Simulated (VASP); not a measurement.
VASP runs on La2AlCo2C (space group Immm) share one base input (PBEsol GGA, plane waves, VASP's PBE PAW potentials (set 64)) and change the settings named in each case.

POSCAR:
```
La2AlCo2C
1
   -2.0920500000     3.0580500000     4.5455000000
    2.0920500000    -3.0580500000     4.5455000000
    2.0920500000     3.0580500000    -4.5455000000
La Co Al C
2 2 1 1
Direct
  0.1892300000   0.6892300000   0.5000000000
  0.8107700000   0.3107700000   0.5000000000
  0.2933200000   0.0000000000   0.2933200000
  0.7066800000   0.0000000000   0.7066800000
  0.5000000000   0.5000000000   0.0000000000
  0.0000000000   0.0000000000   0.0000000000
```

**KPOINTS**
```
Automatic mesh
0
Gamma
4 4 4
0 0 0
```

INCAR:
```
LCHARG = F
ISMEAR = -1
NELM = 100   ! most electronic steps
LORBIT = 11   ! lm-projected
MAGMOM = 2*0.0 2*3.0 2*0.0
SIGMA = 0.05
ISIF = 2   ! forces and stress, cell fixed
SYSTEM = La2AlCo2C
LMAXMIX = 6   ! l cut-off of mixed one-centre charges
ISPIN = 2   ! spin-polarised
ENCUT = 400   ! plane-wave cut-off (eV)
GGA = PS
ALGO = Normal
PREC = Accurate
LASPH = T
LREAL = F
EDIFF = 1E-6   ! SCF stop (eV)
LWAVE = F
```

POTCAR, in this order: La Co Al C (PBE.64 set). Program: vasp_std.

```json
[
 {"change": "base run", "E(σ→0) (eV/atom)": "-6.9923", "pressure (GPa)": "-5.18", "largest force (eV/Å)": "0.409", "−TS (eV)": "-0.0357"},
 {"change": "GGA removed, POTCAR La Co Al C (LDA.64 set)", "E(σ→0) (eV/atom)": "-7.3003", "pressure (GPa)": "?", "largest force (eV/Å)": "?", "−TS (eV)": "?"},
 {"change": "GGA_COMPAT = .FALSE., ISPIN removed, LNONCOLLINEAR = .TRUE., LSORBIT = .TRUE., MAGMOM = 0.0 0.0 0.0 0.0 0.0 0.0 0.0 0.0 3.0 0.0 0.0 3.0 0.0 0.0 0.0 0.0 0.0 0.0, program vasp_ncl", "E(σ→0) (eV/atom)": "-7.0950", "pressure (GPa)": "-5.26", "largest force (eV/Å)": "0.407", "−TS (eV)": "-0.0357"},
 {"change": "KPOINTS 7×7×7 Γ-centred mesh", "E(σ→0) (eV/atom)": "-6.9896", "pressure (GPa)": "?", "largest force (eV/Å)": "?", "−TS (eV)": "?"}
]
```

Problem. What belongs in the gaps?

Solution. 
- GGA removed, POTCAR La Co Al C (LDA.64 set), pressure (GPa): -7.84
- GGA removed, POTCAR La Co Al C (LDA.64 set), largest force (eV/Å): 0.451
- GGA removed, POTCAR La Co Al C (LDA.64 set), −TS (eV): -0.0364
- KPOINTS 7×7×7 Γ-centred mesh, pressure (GPa): -5.23
- KPOINTS 7×7×7 Γ-centred mesh, largest force (eV/Å): 0.461
- KPOINTS 7×7×7 Γ-centred mesh, −TS (eV): -0.0359

Energies of different potentials or functionals have different zeros.  At 400 eV the pressure can carry a Pulay error.

Left out are runs that ran out of time, are held back, or changed the cell or the kind of run, fixed moments of cells without a moment, rows past the twelfth, gaps on odd meshes, pressures of charged cells and columns that move by less than the noise.

The structure comes from a measured La2AlCo2C entry of the Crystallography Open Database, whose conditions weren't checked. The cell was not relaxed at this level, forces remain on its atoms.
